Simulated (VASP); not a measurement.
# Vibrations of InSb: a test of the settings, part 2 of 2

How far do the zone-centre frequencies of InSb depend on the numerical settings? The starting structure is a measured crystal structure from the Crystallography Open Database.

VASP 6.6.1.

Results so far: reference T2 177.2 cm⁻¹; a 5×5×5 mesh T2 171.0 cm⁻¹; a cutoff of 240 eV T2 176.3 cm⁻¹.

### Step 5. Modes with a 12×12×12 mesh

Level of this step: LDA; plane waves and PAW (Sb, In_d) (VASP).

Against step 2 the input has a 12×12×12 mesh.

Input file INCAR:

```
SYSTEM = InSb
PREC = Accurate
ENCUT = 450
EDIFF = 1E-08
NELM = 100
ISMEAR = 1
SIGMA = 0.15
LREAL = .FALSE.
ALGO = Normal
GGA = CA
NBANDS = 15
LORBIT = 11
LWAVE = .FALSE.
LCHARG = .FALSE.
KPAR = 2
IBRION = 8
ISIF = 2
```

Input file POSCAR:

```
InSb
1.0
    0.0000000000      3.2276160253      3.2276160253
    3.2276160253      0.0000000000      3.2276160253
    3.2276160253      3.2276160253      0.0000000000
Sb In
1 1
Direct
    0.7500000000      0.7500000000      0.7500000000
    0.0000000000      0.0000000000      0.0000000000
```

Input file KPOINTS:

```
Automatic mesh
0
Gamma
12 12 12
0 0 0
```

The projector-augmented-wave data sets are Sb and In_d (LDA family, release 64).

On the command line:

```
$ mpirun -np 2 vasp_std
```

What it wrote:

```text
[... set-up lines as in an earlier step ...]
 entering main loop
       N       E                     dE             d eps       ncg     rms          rms(c)
DAV:   1     0.108499097097E+03    0.10850E+03   -0.73068E+03  2167   0.108E+03
DAV:   2    -0.137694485924E+01   -0.10988E+03   -0.10672E+03  2440   0.271E+02
DAV:   3    -0.817826374795E+01   -0.68013E+01   -0.67676E+01  2699   0.742E+01
DAV:   4    -0.836698909326E+01   -0.18873E+00   -0.18868E+00  2776   0.147E+01
[...]
DAV:  12    -0.821686519000E+01    0.13816E-06   -0.69641E-07  3134   0.951E-03    0.535E-03
DAV:  13    -0.821686519878E+01   -0.87784E-08   -0.10285E-07  2622   0.318E-03    0.242E-03
DAV:  14    -0.821686519481E+01    0.39677E-08   -0.76172E-09  2193   0.106E-03
   1 F= -.82168652E+01 E0= -.82169169E+01  d E =0.154988E-03
 Linear response reoptimize wavefunctions to high precision
DAV:   1    -0.821686519488E+01   -0.67985E-10   -0.20153E-09  2432   0.330E-04
DAV:   2    -0.821686519489E+01   -0.13870E-10   -0.14670E-10  1577   0.114E-04
 Linear response DOF=           2
 Linear response progress:
[...]
RMM:  10    -0.278516866553E-01    0.63023E-07    0.18129E-08 16794   0.146E-04    0.388E-05
RMM:  11    -0.278517008908E-01   -0.14235E-07   -0.99480E-09 17836   0.643E-05    0.106E-05
RMM:  12    -0.278516993179E-01    0.15728E-08   -0.41520E-09 16594   0.274E-05    0.155E-05
 first order change of Fermi-energy   0.24081E-03
 force on displaced ion       1 direction 1 :  -6.845   0.000   0.000
 Linear response progress:
  Degree of freedom:   2/  2
       N       E                     dE             d eps       ncg     rms          rms(c)
RMM:   1    -0.236945725338E+00   -0.23695E+00   -0.11895E-01 11342   0.470E+00
RMM:   2    -0.239228537917E+00   -0.22828E-02   -0.11259E-02 14178   0.954E-01    0.706E-02
RMM:   3    -0.239195762398E+00    0.32776E-04   -0.13076E-03 15477   0.298E-01    0.350E-02
RMM:   4    -0.239051811302E+00    0.14395E-03   -0.14047E-04 15760   0.938E-02    0.177E-02
[...]
RMM:  14    -0.239024139062E+00    0.35968E-07    0.22583E-08 17245   0.220E-05    0.933E-06
RMM:  15    -0.239024158603E+00   -0.19541E-07   -0.87672E-09 13248   0.149E-05    0.943E-06
RMM:  16    -0.239024133639E+00    0.24964E-07    0.35036E-08 11353   0.114E-05    0.990E-06
 first order change of Fermi-energy  -0.25876E-04
 force on displaced ion       2 direction 1 :  -6.872  -0.000  -0.000
 Linear response finished
```

Run time: 6.3 min. Hardware: 2 MPI ranks of AMD EPYC 7R43, shared host; peak memory 1.1 GiB.

From OUTCAR (step 5):

```text
  Total       -0.0008431     -0.0008431     -0.0008431     -0.0000000      0.0000000     -0.0000000
  in kB       -0.0200868     -0.0200868     -0.0200868     -0.0000000      0.0000000     -0.0000000
  external PRESSURE =      -0.0200868 kB  Pullay stress =       0.0000000 kB

[... 2 parts as in an earlier step ...]

[... 1 further part left out ...]
```

With a 12×12×12 mesh the mode is T2 177.7 cm⁻¹, +0.5 cm⁻¹ from the reference.

### Step 6. Modes with finite displacements

Against step 2 the input has IBRION = 6, NFREE = 2 and POTIM = 0.015 (also changed: NSW).

Changes to INCAR since step 5:

```diff
@@ -15,3 +15,6 @@
 KPAR = 2
-IBRION = 8
+IBRION = 6
+NFREE = 2
+POTIM = 0.015
+NSW = 1
 ISIF = 2
```

POSCAR is that of step 5.

Input file KPOINTS:

```
Automatic mesh
0
Gamma
10 10 10
0 0 0
```

On the command line:

```
$ mpirun -np 2 vasp_std
```

What it wrote:

```text
[... set-up lines as in an earlier step ...]
 entering main loop
       N       E                     dE             d eps       ncg     rms          rms(c)
[... 14 cycles as in an earlier step ...]
   1 F= -.82157263E+01 E0= -.82158256E+01  d E =0.297856E-03
[...]
2 F= -.82149603E+01 E0= -.82150582E+01  d E =0.293922E-03
[...]
3 F= -.82149603E+01 E0= -.82150582E+01  d E =0.293923E-03
[...]
4 F= -.82149548E+01 E0= -.82150528E+01  d E =0.293924E-03
[...]
5 F= -.82149548E+01 E0= -.82150528E+01  d E =0.293926E-03
 Finite differences progress:
  Degree of freedom:   2/  2
  Displacement:        2/  2
  Total:               4/  4
```

Wall time 3.3 min (2 MPI ranks); peak memory 0.61 GiB; 6.5 min of CPU time.

OUTCAR, selected parts (step 6):

```text
  Total       -0.0012731      0.0004923      0.0004923      0.0000000      0.1166747      0.0000000
  in kB       -0.0303312      0.0117294      0.0117294      0.0000000      2.7797884      0.0000000
  external PRESSURE =      -0.0022908 kB  Pullay stress =       0.0000000 kB

 POSITION                                       TOTAL-FORCE (eV/Angst)
 -----------------------------------------------------------------------------------
      4.84142      4.84142      4.84142        -0.102501     -0.000000     -0.000000
     -0.01500      0.00000      0.00000         0.102501      0.000000      0.000000
 -----------------------------------------------------------------------------------
    total drift:                                0.000466      0.000001      0.000001

  FREE ENERGIE OF THE ION-ELECTRON SYSTEM (eV)
  ---------------------------------------------------
  free  energy   TOTEN  =        -8.2149547968 eV

  energy  without entropy=       -8.2152487226  energy(sigma->0) =       -8.21505277

[... 2 parts as in an earlier step ...]

[... 1 further part left out ...]
[key lines of the parts left out:]
E-fermi :   5.0056
```

The last energy, forces and stress in OUTCAR belong to the last displaced cell, not to that of POSCAR.

With finite displacements the mode is T2 177.2 cm⁻¹, as with the reference.

### Step 7. Comparison

| run | T2 | method | core minutes |
| --- | --- | --- | --- |
| reference | 177.2 | perturbation theory | 8.0 |
| a 5×5×5 mesh | 171.0 | perturbation theory | 1.57 |
| a cutoff of 240 eV | 176.3 | perturbation theory | 3.67 |
| a 12×12×12 mesh | 177.7 | perturbation theory | 12.6 |
| finite displacements | 177.2 | finite displacements | 6.54 |

Modes are in cm⁻¹, degenerate ones as one, matched between runs by symmetry and order. A number in brackets counts the listed modes of one symmetry from the lowest. The symmetry labels come from an automatic analysis and can be wrong where levels nearly coincide. Core minutes are wall time times ranks of the run shown, on a shared host.

### Step 8. Outcome

| Quantity | Value |
| --- | --- |
| T2, reference | 177.2 cm⁻¹ |
| T2, a 5×5×5 mesh | 171.0 cm⁻¹ |
| T2, a cutoff of 240 eV | 176.3 cm⁻¹ |
| T2, a 12×12×12 mesh | 177.7 cm⁻¹ |
| T2, finite displacements | 177.2 cm⁻¹ |

**Reading.** The largest change comes with a 5×5×5 mesh: -6.2 cm⁻¹ in T2. On finer settings the modes change by up to +0.5 cm⁻¹ in T2 with a 12×12×12 mesh. These runs have no gap; if the crystal is a semiconductor, they miss the splitting of its polar modes and hang more on mesh and smearing. Other changes move the modes by more: -6.2 cm⁻¹ in T2 with a 5×5×5 mesh and -0.9 cm⁻¹ in T2 with a cutoff of 240 eV. Further runs on this material are not shown.

[Lines on the potential files, build, host, timing and source positions are cut from VASP's logs without a mark.]

[Logs are printed without paths, hosts, clocks, repeated set-up lines and the standing remarks that a program may print on its own settings, such as how far it seeks lower states.]

[Hosts, paths, dates, database ids (printed as entryN), source tags and the programs' standing remarks are cut or masked in the printed files.]
